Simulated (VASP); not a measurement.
## CaAlSiH (space group P3m1): computed properties

Level of theory: PBEsol GGA, VASP's PBE PAW potentials (set 64) (plane waves; VASP).

For CaAlSiH, the space group comes out as P3m1 (156). The cell is a = b = 4.129 Å, c = 4.524 Å, α = β = 90.00°, γ = 120.00°. The volume per atom comes out as 16.70 Å³/atom. The band gap (over mesh and band path) is 0.14 eV and the smallest direct gap (over mesh and band path) comes out as 1.09 eV. The density is 2.39 g/cm³ and the optical Γ-point spectrum comes out as 184 (×2), 186, 236, 445 (×2), 753 (×2), 1179 cm⁻¹.

```
AlCaHSi
1.0
    4.12877     0.00000     0.00000
   -2.06439     3.57562     0.00000
    0.00000     0.00000     4.52449
Ca Al Si H
1 1 1 1
Direct
  0.00000   0.00000   0.00511
  0.66667   0.33333   0.46421
  0.33333   0.66667   0.56430
  0.66667   0.33333   0.07308
```

The structure comes from a computed database's CaAlSiH entry (P3m1); how it stands against other phases isn't given here. It was relaxed first. Symmetry was kept, so distortions that lower it aren't found.
